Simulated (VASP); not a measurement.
SiB:

```xyz
2
Lattice="-1.8135 1.8135 1.7402 1.8135 -1.8135 1.7402 1.8135 1.8135 -1.7402" Properties=species:S:1:pos:R:3 pbc="T T T"
Si    0.0000    0.0000    0.0000
B     0.0000    0.0000    1.7402
```

The cell was built by a generator and needn't be a form met in nature.

```yaml
Program: VASP 6.6.1
Task: relaxation of cell and atoms
Functional: PBE
Potentials_or_basis: VASP PAW PBE potentials, release 64 (Si, B)
Cutoff: 520 eV
k_mesh: 8 × 8 × 8
Occupations: gaussian, width 0.15 eV
Spin: no spin polarisation
```

At the start: pressure 28.0 GPa; volume 11.45 Å³/atom.

How do energy, volume and symmetry change on relaxing?

Over 12 steps the energy falls by 816.8 meV/atom and the volume is 10.10 Å³/atom (-11.8 %); space group Fm-3m (No. 225, to 0.05 Å).

The path:
```csv
step,energy change (eV),largest force (eV/Å),pressure (GPa),volume (Å³)
1,0.0000,0.0000,27.96,22.89
2,-0.5324,0.0000,-25.66,29.36
3,-0.8241,0.0000,-14.39,26.38
4,-1.3468,0.0000,-13.61,23.22
5,0.3735,0.0000,95.90,15.59
6,-1.5029,0.0000,-10.33,22.04
7,-1.4682,0.0000,15.93,18.75
8,-1.6239,0.0000,-4.22,20.72
9,-1.6315,0.0000,-0.76,20.23
10,-1.6320,0.0000,-1.64,20.35
11,-1.6329,0.0000,0.37,20.09
12,-1.6335,0.0000,-0.43,20.19
```

Final structure:
```xyz
2
Lattice="-1.5292 1.5292 2.1589 1.5292 -1.5292 2.1589 1.5292 1.5292 -2.1589" Properties=species:S:1:pos:R:3 pbc="T T T"
Si    0.0000    0.0000    0.0000
B     0.0000    0.0000    2.1589
```
